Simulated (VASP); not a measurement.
Calculation: PBEsol GGA, VASP's PBE PAW potentials (set 64) (plane waves; VASP).

Input for VASP

### POSCAR
```
Ti
1
    1.4300075709    -2.4768458256    -0.0000000000
    1.4300075709     2.4768458256    -0.0000000000
    0.0000000000    -0.0000000000     4.5222676937
Ti
2
Direct
  0.3333330000   0.6666670000   0.2500000000
  0.6666670000   0.3333330000   0.7500000000
```

File KPOINTS:
```
Automatic mesh
0
Gamma
15 15 8
0 0 0
```

### INCAR
```
SYSTEM  =  Ti
PREC  =  Accurate; ENCUT  =  500; LREAL  =  .FALSE.
LASPH  =  .TRUE.
EDIFF  =  1E-6; NELM  =  100; ALGO  =  Normal
LMAXMIX  =  4
ISMEAR  =  1; SIGMA  =  0.1
GGA  =  PS
IBRION  =  2; NSW  =  40; ISIF  =  3
EDIFFG  =  -0.02; PSTRESS  =  100
LWAVE  =  .FALSE.; LCHARG  =  .FALSE.
```

POTCAR, in this order: Ti_sv (PBE.64 set). Program: vasp_std.

The resulting files:

### OSZICAR
```
       N       E                     dE             d eps       ncg     rms          rms(c)
DAV:   1     0.242816862751E+03    0.24282E+03   -0.13302E+04  4320   0.185E+03
DAV:   2     0.934321758175E+01   -0.23347E+03   -0.23216E+03  4472   0.490E+02
DAV:   3    -0.176962294953E+02   -0.27039E+02   -0.26832E+02  8472   0.135E+02
DAV:   4    -0.186881699502E+02   -0.99194E+00   -0.99174E+00  4432   0.278E+01
DAV:   5    -0.187406022093E+02   -0.52432E-01   -0.52431E-01  7072   0.445E+00    0.135E+01
DAV:   6    -0.166568168654E+02    0.20838E+01   -0.73394E+00  5088   0.327E+01    0.355E+00
DAV:   7    -0.166330580086E+02    0.23759E-01   -0.92761E-01  6480   0.842E+00    0.213E+00
DAV:   8    -0.166669220086E+02   -0.33864E-01   -0.25745E-01  5040   0.681E+00    0.793E-01
DAV:   9    -0.166566436528E+02    0.10278E-01   -0.59401E-02  5160   0.292E+00    0.813E-02
DAV:  10    -0.166570210902E+02   -0.37744E-03   -0.31053E-03  6824   0.452E-01    0.991E-02
DAV:  11    -0.166570554268E+02   -0.34337E-04   -0.23336E-04  5192   0.152E-01    0.333E-02
DAV:  12    -0.166570461121E+02    0.93147E-05   -0.42799E-05  5632   0.629E-02    0.479E-03
DAV:  13    -0.166570464140E+02   -0.30193E-06   -0.10576E-06  3392   0.111E-02
   1 F= -.14657585E+02 E0= -.14657710E+02  d E =-.146576E+02
       N       E                     dE             d eps       ncg     rms          rms(c)
DAV:   1    -0.180857004744E+02   -0.14287E+01   -0.40671E+01  5800   0.878E+01    0.112E+01
DAV:   2    -0.165442783674E+02    0.15414E+01   -0.66683E+00  6248   0.326E+01    0.341E+00
DAV:   3    -0.164438433931E+02    0.10043E+00   -0.12599E+00  6272   0.847E+00    0.132E+00
DAV:   4    -0.164795372405E+02   -0.35694E-01   -0.25098E-01  5544   0.416E+00    0.304E-01
DAV:   5    -0.164973436279E+02   -0.17806E-01   -0.33810E-02  5920   0.142E+00    0.497E-01
DAV:   6    -0.165135856908E+02   -0.16242E-01   -0.33224E-02  5552   0.108E+00    0.119E-01
DAV:   7    -0.165142346918E+02   -0.64900E-03   -0.19969E-03  5928   0.319E-01    0.104E-01
DAV:   8    -0.165150195188E+02   -0.78483E-03   -0.17949E-03  5520   0.304E-01    0.276E-02
DAV:   9    -0.165150447287E+02   -0.25210E-04   -0.28849E-04  6672   0.933E-02    0.735E-03
DAV:  10    -0.165150451482E+02   -0.41953E-06   -0.58499E-06  4304   0.233E-02
   2 F= -.14653232E+02 E0= -.14653548E+02  d E =0.435330E-02
       N       E                     dE             d eps       ncg     rms          rms(c)
DAV:   1    -0.170476039350E+02   -0.53256E+00   -0.11501E+01  5728   0.494E+01    0.586E+00
DAV:   2    -0.166140159210E+02    0.43359E+00   -0.22135E+00  6552   0.180E+01    0.177E+00
DAV:   3    -0.165854820186E+02    0.28534E-01   -0.32785E-01  5904   0.429E+00    0.568E-01
DAV:   4    -0.165959520647E+02   -0.10470E-01   -0.57803E-02  5992   0.192E+00    0.225E-01
DAV:   5    -0.166050977090E+02   -0.91456E-02   -0.20365E-02  5672   0.927E-01    0.320E-01
DAV:   6    -0.166072788313E+02   -0.21811E-02   -0.47440E-03  6200   0.620E-01    0.916E-02
DAV:   7    -0.166077247527E+02   -0.44592E-03   -0.10156E-03  5640   0.210E-01    0.356E-02
DAV:   8    -0.166078150541E+02   -0.90301E-04   -0.18417E-04  6160   0.837E-02    0.119E-02
DAV:   9    -0.166078183045E+02   -0.32505E-05   -0.12357E-05  5784   0.272E-02    0.342E-03
DAV:  10    -0.166078183368E+02   -0.32317E-07   -0.54697E-07  2608   0.623E-03
   3 F= -.14674316E+02 E0= -.14674567E+02  d E =-.167310E-01
```

### OUTCAR
```
------------------------ aborting loop because EDIFF is reached ----------------------------------------
  FORCE on cell =-STRESS in cart. coord.  units (eV):
  Direction    XX          YY          ZZ          XY          YZ          ZX
  --------------------------------------------------------------------------------------
  Total        1.9236319      1.9236320      1.9331547      0.0000000      0.0000000      0.0000000
  in kB       99.4895143     99.4895190     99.9820272      0.0000000      0.0000000      0.0000000
  external PRESSURE =      -0.3463132 kB  Pullay stress =     100.0000000 kB
  volume of cell :       30.98
      direct lattice vectors                 reciprocal lattice vectors
     1.414334606 -2.449699455 -0.000000000     0.353523132 -0.204106671  0.000000000
     1.414334606  2.449699455 -0.000000000     0.353523132  0.204106671  0.000000000
     0.000000000  0.000000000  4.470543037     0.000000000  0.000000000  0.223686472
 POSITION                                       TOTAL-FORCE (eV/Angst)
 -----------------------------------------------------------------------------------
      1.41433      0.81657      1.11764         0.000000     -0.000000      0.000000
      1.41433     -0.81657      3.35291        -0.000000      0.000000      0.000000
 -----------------------------------------------------------------------------------
    total drift:                               -0.000159      0.001040     -0.000018
  FREE ENERGIE OF THE ION-ELECTRON SYSTEM (eV)
  ---------------------------------------------------
  free  energy   TOTEN  =       -16.6078183368 eV

  energy  without entropy=      -16.6085721039  energy(sigma->0) =      -16.60806959
  enthalpy is  TOTEN    =       -14.6743161532 eV   P V=        1.9335021837

 reached required accuracy - stopping structural energy minimisation
```
(Selected blocks of OUTCAR.)

**CONTCAR**
```
Ti
   1.00000000000000
     1.4143346061784623   -2.4496994551325364   -0.0000000000000000
     1.4143346061784623    2.4496994551325364   -0.0000000000000000
     0.0000000000000000    0.0000000000000000    4.4705430374150028
  Ti
     2
Direct
     0.3333330000000032    0.6666669999999968    0.2500000000000000
     0.6666669999999968    0.3333330000000032    0.7500000000000000
```

Energy and stress use the plane-wave basis of the starting cell.

The compound is Ti in the hcp structure. This run relaxes it under an external pressure of 10 GPa. Symmetry was kept, so distortions that lower it aren't found.
